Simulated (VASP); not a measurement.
**Ga: relaxation of cell and atoms with r2SCAN**

Crystal: Ga.

```
CELL_PARAMETERS angstrom
2.26150 -3.83050 0.00000
2.26150 3.83050 0.00000
0.00000 0.00000 4.52400
ATOMIC_POSITIONS crystal
Ga 0.84510 0.15490 0.08100
Ga 0.65490 0.34510 0.58100
Ga 0.15490 0.84510 0.91900
Ga 0.34510 0.65490 0.41900
```

```json
{
  "Program": "VASP 6.6.1",
  "Task": "relaxation of cell and atoms",
  "Functional": "r2SCAN",
  "Potentials or basis": "VASP PAW PBE potentials, release 64 (Ga_d)",
  "Cutoff": "600 eV",
  "k mesh": "12 × 12 × 10",
  "Occupations": "methfessel-paxton, width 0.1 eV",
  "Spin": "no spin polarisation",
  "Further INCAR settings": "ALGO = Normal; EDIFF = 1e-06; IBRION = 2; EDIFFG = -0.01; NSW = 90; ISIF = 3"
}
```

- Relaxed volume: 19.19 Å³/atom
- Relaxed cell: a = 4.410 Å, b = 4.410 Å, c = 4.509 Å, α = 90.00°, β = 90.00°, γ = 118.93°
- Space group after relaxing (to 0.05 Å): Cmce (No. 64)
- Energy gained by relaxing: 3.0 meV/atom
- Ionic steps: 12
- Pressure after relaxing: 0.0 GPa
- Largest force after relaxing: 0.007 eV/Å
- Band gap on the k mesh: none (metal or under the smearing width)

Forces on the atoms (eV/Å):
```
Ga   0.000  0.006  0.004
Ga   0.000 -0.006  0.004
Ga   0.000 -0.006 -0.004
Ga   0.000  0.006 -0.004
```

Stress tensor (GPa, compression positive):
```
-0.06  0.00  0.00
 0.00 -0.01  0.00
 0.00  0.00  0.08
```

The path:
```csv
step,energy change (eV),largest force (eV/Å),pressure (GPa),volume (Å³)
1,0.0000,0.1668,-1.24,78.38
2,-0.0107,0.0364,0.08,76.67
3,-0.0107,0.0349,0.18,76.67
4,-0.0112,0.0269,0.02,76.74
5,-0.0114,0.0265,-0.03,76.80
6,-0.0114,0.0272,-0.02,76.81
7,-0.0116,0.0215,-0.01,76.80
8,-0.0117,0.0265,0.00,76.79
9,-0.0118,0.0234,0.00,76.78
10,-0.0120,0.0145,0.00,76.77
11,-0.0120,0.0078,0.02,76.75
12,-0.0121,0.0075,0.00,76.76
```

Final structure:
```
CELL_PARAMETERS angstrom
2.24073 -3.79865 0.00000
2.24073 3.79865 0.00000
0.00000 0.00000 4.50921
ATOMIC_POSITIONS crystal
Ga 0.84416 0.15584 0.08488
Ga 0.65584 0.34416 0.58488
Ga 0.15584 0.84416 0.91512
Ga 0.34416 0.65584 0.41512
```

Levels at points of the mesh, in eV from the Fermi level:
| k point | band 22 | band 23 | band 24 | band 25 | band 26 | band 27 | band 28 | band 29 | band 30 | band 31 |
| --- | --- | --- | --- | --- | --- | --- | --- | --- | --- | --- |
| (0.00, 0.00, 0.00) | -4.36 | -3.95 | -1.86 | -1.56 | -0.78 | 1.02 | 1.20 | 1.29 | 5.60 | 5.77 |
| (0.50, 0.00, 0.00) | -9.03 | -3.53 | -3.53 | -1.51 | -1.51 | 0.97 | 0.97 | 4.51 | 4.51 | 5.76 |
| (0.50, 0.50, 0.00) | -7.57 | -4.17 | -3.49 | -1.74 | -1.65 | 1.20 | 1.36 | 3.76 | 4.07 | 4.47 |
| (0.00, 0.00, 0.50) | -9.70 | -0.04 | -0.04 | 0.04 | 0.04 | 0.18 | 0.18 | 2.27 | 2.27 | 4.29 |
| (0.50, 0.00, 0.50) | -7.50 | -6.57 | -6.57 | -1.62 | -1.62 | 0.79 | 0.79 | 7.75 | 7.75 | 8.34 |
| (0.50, 0.50, 0.50) | -7.97 | -5.54 | -5.54 | -1.35 | -1.35 | -0.83 | -0.83 | 7.21 | 7.21 | 8.58 |

Wall time 49 min on 2 MPI ranks on Intel(R) Xeon(R) 6975P-C (Granite Rapids) (shared host), peak memory 0.64 GiB a rank.

Caveat: the PAW data sets were made with another functional, which shifts forces and pressure a little.
